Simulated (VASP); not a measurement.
These are PBE GGA, VASP's PBE PAW potentials (set 64) (plane waves; VASP 6.6.1) values and carry that method's errors.

Input for VASP

File POSCAR:
```
WSi2
1
   -1.6050000000     1.6050000000     3.9150000000
    1.6050000000    -1.6050000000     3.9150000000
    1.6050000000     1.6050000000    -3.9150000000
Si W
2 1
Direct
  0.6682920000   0.6836890000   0.0362950000
  0.3293890000   0.3065050000  -0.0588900000
  0.0023190000   0.0098070000   0.0225950000
```

**INCAR**
```
! general
SYSTEM  = WSi2
PREC    = Accurate
ENCUT   = 180
LREAL   = F
LASPH   = T

! electronic loop
EDIFF   = 1E-6
NELM    = 100
ALGO    = Normal
LMAXMIX = 6

! smearing
ISMEAR  = 1
SIGMA   = 0.1

! functional
GGA     = PE

! ions
ISIF    = 2

! output
LWAVE   = F
LCHARG  = F
```

KPOINTS:
```
Automatic
0
G
8 8 10
0 0 0
```

POTCAR, in this order: Si W_sv (PBE.64 set). Program: vasp_std.

Unless said otherwise, spin-orbit coupling is left out, though it shifts the bands of the heavy elements here.

Question: Estimate the energy per atom (σ→0), largest force, band gap (on the k-mesh).

Answer: 
```
Property                                                     Value
------------------------  ----------------------------------------
energy per atom (σ→0)                               -8.095 eV/atom
band gap (on the k-mesh)  none (metal, semimetal or under 0.01 eV)
largest force                                           3.202 eV/Å
```

### OSZICAR
```
...
DAV:   6    -0.244027868095E+02    0.80591E+00   -0.42078E+00 11820   0.151E+01    0.132E+01
DAV:   7    -0.243031977985E+02    0.99589E-01   -0.28349E-01 11211   0.294E+00    0.539E+00
DAV:   8    -0.242849935101E+02    0.18204E-01   -0.49021E-02 12947   0.184E+00    0.385E-01
DAV:   9    -0.242844058485E+02    0.58766E-03   -0.15539E-03 10882   0.308E-01    0.187E-01
DAV:  10    -0.242843425613E+02    0.63287E-04   -0.34850E-04 12751   0.164E-01    0.459E-02
DAV:  11    -0.242843415225E+02    0.10388E-05   -0.33925E-05 11589   0.440E-02    0.143E-02
DAV:  12    -0.242843419665E+02   -0.44405E-06   -0.16308E-06  8066   0.996E-03
   1 F= -.24284342E+02 E0= -.24284356E+02  d E =0.411951E-04
```

The structure is a typed WSi2 crystal. The cell was not relaxed at this level, atoms are displaced from their ideal sites. The run is one of a series of settings (ENCUT = 180 against the base run), some of them coarse on purpose.
